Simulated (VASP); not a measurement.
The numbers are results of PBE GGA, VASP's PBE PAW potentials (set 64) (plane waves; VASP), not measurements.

Input for VASP

### POSCAR
```
InBi
1
    4.8196110000     0.0000000000     0.0000000000
   -2.4098050000     4.1739050000     0.0000000000
    0.0000000000     0.0000000000    14.0000000000
In Bi
1 1
Direct
  0.6620860000   0.3305200000   0.4999210000
  0.3379140000   0.6694800000   0.5000790000
```

### INCAR
```
ALGO = Normal
EDIFF = 1E-6
ENCUT = 300
GGA = PE
ISIF = 2
ISMEAR = 0
LASPH = T
LCHARG = F
LMAXMIX = 4
LREAL = F
LWAVE = F
NELM = 100
PREC = Accurate
SIGMA = 0.05
SYSTEM = InBi
```

File KPOINTS:
```
kpoints
0
G
7 7 1
```

POTCAR, in this order: In_d Bi_d (PBE.64 set). Program: vasp_std.

Output

File OUTCAR:
```
 ion  position               nearest neighbor table
   1  0.662  0.331  0.500-   2 2.76   2 2.77   2 2.82
   2  0.338  0.669  0.500-   1 2.76   1 2.77   1 2.82
  LATTYP: Found a hexagonal cell.
 ALAT       =     4.8196110000
 C/A-ratio  =     2.9047987483
 Subroutine PRICEL returns:
 Original cell was already a primitive cell.
 Subroutine GETGRP returns: Found  1 space group operations
The static configuration has the point symmetry C_1 .
The dynamic configuration has the point symmetry C_1 .
 Subroutine INISYM returns: Found  1 space group operations
 Subroutine IBZKPT returns following result:
 Found     25 irreducible k-points:

 Following reciprocal coordinates:
            Coordinates               Weight
  0.000000  0.000000  0.000000      1.000000
  0.142857 -0.000000  0.000000      2.000000
  0.000000  0.142857  0.000000      2.000000
 -0.142857  0.142857  0.000000      2.000000
  0.285714 -0.000000  0.000000      2.000000
  0.000000  0.285714  0.000000      2.000000
 -0.285714  0.285714  0.000000      2.000000
  0.428571 -0.000000  0.000000      2.000000
...
```

File OSZICAR:
```
       N       E                     dE             d eps       ncg     rms          rms(c)
DAV:   1     0.171999188016E+03    0.17200E+03   -0.10658E+04  1228   0.838E+02
DAV:   2     0.588629738872E+01   -0.16611E+03   -0.16487E+03   954   0.302E+02
DAV:   3    -0.535068164861E+01   -0.11237E+02   -0.11205E+02  1116   0.104E+02
DAV:   4    -0.561045653175E+01   -0.25977E+00   -0.25970E+00  1120   0.180E+01
DAV:   5    -0.562076489174E+01   -0.10308E-01   -0.10308E-01  1354   0.268E+00    0.324E+00
DAV:   6    -0.547940520260E+01    0.14136E+00   -0.32440E-01  1150   0.623E+00    0.172E+00
DAV:   7    -0.546037550419E+01    0.19030E-01   -0.15093E-01  1352   0.283E+00    0.377E-01
DAV:   8    -0.546046613419E+01   -0.90630E-04   -0.18754E-02  1140   0.178E+00    0.235E-01
DAV:   9    -0.546097533809E+01   -0.50920E-03   -0.17536E-03  1226   0.481E-01    0.881E-02
DAV:  10    -0.546105704785E+01   -0.81710E-04   -0.52681E-04  1056   0.213E-01    0.238E-02
DAV:  11    -0.546107605503E+01   -0.19007E-04   -0.67118E-05  1248   0.893E-02    0.156E-02
DAV:  12    -0.546113173288E+01   -0.55678E-04   -0.14300E-04   946   0.540E-02    0.138E-02
DAV:  13    -0.546118229077E+01   -0.50558E-04   -0.45163E-06   842   0.144E-02    0.109E-02
DAV:  14    -0.546132622986E+01   -0.14394E-03   -0.31170E-05   764   0.304E-02    0.404E-03
DAV:  15    -0.546137073539E+01   -0.44506E-04   -0.56646E-06   850   0.240E-02    0.292E-03
DAV:  16    -0.546140366925E+01   -0.32934E-04   -0.92798E-07   784   0.721E-03    0.158E-03
DAV:  17    -0.546141787129E+01   -0.14202E-04   -0.48844E-07   774   0.343E-03    0.524E-04
DAV:  18    -0.546142064178E+01   -0.27705E-05   -0.52425E-08   658   0.150E-03    0.191E-04
DAV:  19    -0.546142169136E+01   -0.10496E-05   -0.43537E-08   684   0.144E-03    0.174E-04
DAV:  20    -0.546142172456E+01   -0.33202E-07   -0.47983E-09   600   0.848E-04
   1 F= -.54614217E+01 E0= -.54603933E+01  d E =-.205678E-02
```

**OUTCAR**
```
------------------------ aborting loop because EDIFF is reached ----------------------------------------
  FORCE on cell =-STRESS in cart. coord.  units (eV):
  Direction    XX          YY          ZZ          XY          YZ          ZX
  --------------------------------------------------------------------------------------
  Total        1.2161971      1.6656220     -0.1878790     -0.2844933     -0.0004521     -0.0005483
  in kB        6.9188189      9.4755502     -1.0688239     -1.6184529     -0.0025718     -0.0031195
  external PRESSURE =       5.1085151 kB  Pullay stress =       0.0000000 kB
  volume of cell :      281.63
      direct lattice vectors                 reciprocal lattice vectors
     4.819611000  0.000000000  0.000000000     0.207485625  0.119791873  0.000000000
    -2.409805000  4.173905000  0.000000000     0.000000000  0.239583795  0.000000000
     0.000000000  0.000000000 14.000000000     0.000000000  0.000000000  0.071428571
 POSITION                                       TOTAL-FORCE (eV/Angst)
 -----------------------------------------------------------------------------------
      2.39451      1.37956      6.99889         0.247133      0.197207     -0.005351
      0.01530      2.79435      7.00111        -0.247133     -0.197207      0.005351
 -----------------------------------------------------------------------------------
    total drift:                               -0.000293     -0.000575      0.000054
  FREE ENERGIE OF THE ION-ELECTRON SYSTEM (eV)
  ---------------------------------------------------
  free  energy   TOTEN  =        -5.4614217246 eV

  energy  without entropy=       -5.4593649397  energy(sigma->0) =       -5.46039333
```
(Selected blocks of OUTCAR.)

At this cut-off the stress carries a Pulay error, which pulls relaxed volumes low. The cell holds a wide vacuum, so values per volume refer to the whole cell.

The cell is a sheet with vacuum, built from a generated structure.
